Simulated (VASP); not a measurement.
Energy against volume of Tb (hcp). Level of theory: PBE GGA with D3 dispersion (zero damping), VASP's PBE PAW potentials (set 64) (plane waves; VASP). Run with 520 eV cut-off, 12×12×7 Γ-centred mesh, first-order Methfessel-Paxton smearing of 0.10 eV, potentials Tb_3.

The 4f electrons are frozen in the core of the lanthanide potential, so 4f levels, which can set the real gap, and their magnetism are missing.

Shape and ions are relaxed at each volume.

```json
[
 {"V (Å³/atom)": "28.839", "E (eV/atom)": "-4.89527"},
 {"V (Å³/atom)": "29.760", "E (eV/atom)": "-4.90514"},
 {"V (Å³/atom)": "30.680", "E (eV/atom)": "-4.90746"},
 {"V (Å³/atom)": "31.600", "E (eV/atom)": "-4.90326"}
]
```

**Question.** Fit these four points and predict the energy of the run at 32.521 Å³/atom.

**Answer.** A cubic in V^(−2/3), the third-order Birch-Murnaghan form, passes through the four points with V0 = 30.53 Å³/atom and B0 = 39 GPa, and gives -4.8934 eV/atom there. The run gave -4.8930 eV/atom, +0.4 meV/atom from the fit; all five points give B0 = 39 GPa.

The compound is Tb in the hcp structure. It was relaxed first.
